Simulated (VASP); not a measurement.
Crystal: Ti.

```
Ti
1.0
     2.93573    0.00000    0.00000
    -1.46787    2.54242    0.00000
     0.00000    0.00000    4.64086
Ti
2
Direct
  0.33333 0.66667 0.25000
  0.66667 0.33333 0.75000
```

```yaml
Program: VASP 6.6.1
Task: relaxation of cell and atoms
Functional: LDA
Potentials_or_basis: VASP PAW LDA potentials, release 64 (Ti_sv)
Cutoff: 600 eV
k_mesh: 18 × 18 × 10
Occupations: gaussian, width 0.1 eV
Spin: no spin polarisation
```

At the start: pressure -8.2 GPa; volume 17.32 Å³/atom.

**Question.** How do energy, volume and symmetry change on relaxing?

**Answer.** Over 7 steps the energy falls by 33.5 meV/atom and the volume is 16.08 Å³/atom (-7.1 %); space group P6_3/mmc (No. 194, to 0.05 Å).

Step by step:
| step | energy change (eV) | largest force (eV/Å) | pressure (GPa) | volume (Å³) |
| --- | --- | --- | --- | --- |
| 1 | 0.0000 | 0.0000 | -8.20 | 34.64 |
| 2 | -0.0248 | 0.0000 | 7.90 | 30.38 |
| 3 | -0.0670 | 0.0000 | -0.07 | 32.18 |
| 4 | -0.0670 | 0.0000 | 0.13 | 32.13 |
| 5 | -0.0670 | 0.0000 | -0.08 | 32.18 |
| 6 | -0.0670 | 0.0000 | -0.06 | 32.18 |
| 7 | -0.0670 | 0.0000 | -0.02 | 32.17 |

Final structure:
```yaml
crystal:
  lattice:
    - [2.86277, 0.00000, 0.00000]
    - [-1.43139, 2.47923, 0.00000]
    - [0.00000, 0.00000, 4.53228]
  atoms:
    - { symbol: Ti, position: [0.33333, 0.66667, 0.25000] }
    - { symbol: Ti, position: [0.66667, 0.33333, 0.75000] }
```
